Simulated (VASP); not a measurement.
A convergence study with VASP on Ni₃Al (space group no. 221 when undisturbed): a few settings are varied, all else stays as given below, so the limit is that of these other settings. One atom is moved off its site, so that forces are finite.

```
AlNi3
1.0
    3.58785     0.00000     0.00000
    0.00000     3.58785     0.00000
    0.00000     0.00000     3.58785
Al Ni
1 3
Cartesian
  0.00000   0.00000   0.05000
  0.00000   1.79392   1.79392
  1.79392   0.00000   1.79392
  1.79392   1.79392   0.00000
```
Starting moments (μB, in the order of the record's atoms Al Ni Ni Ni): 0.0 0.5 0.5 0.5.

All values below come from PBE GGA, VASP's PBE PAW potentials (set 64) (plane waves; VASP). The last row used: 300 eV cut-off, 14×14×14 Γ-centred mesh, tetrahedra with Blöchl corrections, potentials Al Ni.

| setting | E (eV/atom) | pressure (GPa) | largest force (eV/Å) | moment (μB) | irreducible k-points |
|---|---|---|---|---|---|
| 4×4×4 mesh | -5.4927 | -3.70 | 0.358 | 0.000 | 18 |
| 5×5×5 mesh | ___ | ___ | 0.354 | ___ | 18 |
| 6×6×6 mesh | -5.4763 | -2.95 | 0.356 | 0.666 | 40 |
| 7×7×7 mesh | -5.4765 | -2.98 | 0.354 | 0.724 | 40 |
| 9×9×9 mesh | ___ | -2.98 | 0.355 | 0.738 | 75 |
| 11×11×11 mesh | -5.4760 | -2.98 | 0.355 | 0.735 | 126 |
| 14×14×14 mesh | -5.4761 | -2.98 | 0.355 | 0.738 | 288 |

Task: Complete the blanks.

Result: 
- 9×9×9 mesh, E (eV/atom): -5.4764
- 5×5×5 mesh, E (eV/atom): -5.4745
- 5×5×5 mesh, pressure (GPa): -3.35
- 5×5×5 mesh, moment (μB): 0.568

Left out are rungs that failed or repeat a setting and relaxations that didn't move; long series are thinned to 24 rows.

The structure is a typed Ni3Al crystal (space group no. 221). The cell was not relaxed at this level, it is distorted from the ideal structure.
